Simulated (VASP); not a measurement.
OSZICAR of a VASP run on Hf (hcp):

OSZICAR:
```
       N       E                     dE             d eps       ncg     rms          rms(c)
DAV:   1     0.493777722694E+02    0.49378E+02   -0.11817E+04  3780   0.136E+03
DAV:   2    -0.184376562125E+02   -0.67815E+02   -0.66771E+02  4710   0.274E+02
DAV:   3    -0.205013859111E+02   -0.20637E+01   -0.20368E+01  5130   0.313E+01
DAV:   4    -0.205202653336E+02   -0.18879E-01   -0.18831E-01  4350   0.371E+00
DAV:   5    -0.205205317419E+02   -0.26641E-03   -0.26639E-03  5094   0.365E-01    0.665E+01
DAV:   6    -0.200213430076E+02    0.49919E+00   -0.47147E-01  4008   0.537E+00    0.394E+01
DAV:   7    -0.198452586968E+02    0.17608E+00   -0.79594E-01  4008   0.668E+00    0.199E+00
DAV:   8    -0.198360771927E+02    0.91815E-02   -0.52592E-02  4140   0.177E+00    0.265E-01
DAV:   9    -0.198361769211E+02   -0.99728E-04   -0.11009E-03  5220   0.267E-01    0.207E-01
DAV:  10    -0.198361669132E+02    0.10008E-04   -0.60347E-05  4250   0.631E-02    0.303E-01
DAV:  11    -0.198361687877E+02   -0.18746E-05   -0.88176E-06  4752   0.247E-02    0.181E-02
DAV:  12    -0.198361690523E+02   -0.26460E-06   -0.74276E-07  4878   0.672E-03    0.886E-03
DAV:  13    -0.198361689195E+02    0.13284E-06   -0.27975E-08  2946   0.148E-03    0.333E-03
DAV:  14    -0.198361688486E+02    0.70880E-07   -0.42186E-09  2640   0.647E-04
   1 F= -.20762306E+02 E0= -.20762306E+02  d E =0.000000E+00
```

Task: Which electronic solver shows in the log?

Result: It is blocked Davidson (ALGO = Normal, or the opening steps of other solvers). The INCAR had ALGO = Normal.

Task: Can the final energy be trusted as converged?

Result: The calculation finished and met its thresholds. It stopped with EDIFF = 1E-7, NELM = 100 (PBE GGA with D3 dispersion (Becke-Johnson damping), plane waves, VASP's PBE PAW potentials (set 64)).

The compound is Hf in the hcp structure. It was relaxed first.
